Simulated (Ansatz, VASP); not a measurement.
# Two plane-wave programs on BiAsS

```
Bi As S
1.0
     5.40085    0.00000    0.00000
     0.00000    5.40085    0.00000
     0.00000    0.00000    5.39927
Bi As S
2 2 2
Direct
  0.50000 0.00000 0.25638
  0.00000 0.50000 0.74362
  0.50000 0.50000 0.00000
  0.00000 0.00000 0.00000
  0.50000 0.50000 0.50000
  0.00000 0.00000 0.50000
```

Alike in both runs: functional PBE; k mesh 4 × 4 × 4; occupations gaussian, width 0.1 eV; no spin polarisation.

Ansatz relaxed the structure, and its values are those at the end. VASP's run is a single point on that final structure, the one shown.

|  | VASP | Ansatz |
| --- | --- | --- |
| version | VASP 6.6.1 | Ansatz 0.2.0 |
| potentials or method | VASP PAW PBE potentials, release 64 (Bi_d, As, S) | scalar-relativistic, plane waves, PAW |
| plane-wave cutoff (eV) | 520 | 420 |
| valence electrons in the cell | 52 | 72 |

```tsv
	VASP	Ansatz	Ansatz less VASP
gap on the k mesh at the Fermi level (eV)	none	none	-
pressure (GPa)	0.0	0.0	+0.02
```

A gap of «none» marks a metal or a gap that the smearing closes. The functional is the same, so the differences come from potentials, cutoffs and numerics. The two sets of potentials don't hold the same shells in valence.

Caveats: spin-orbit coupling is left out, which moves the levels of the heavy elements.
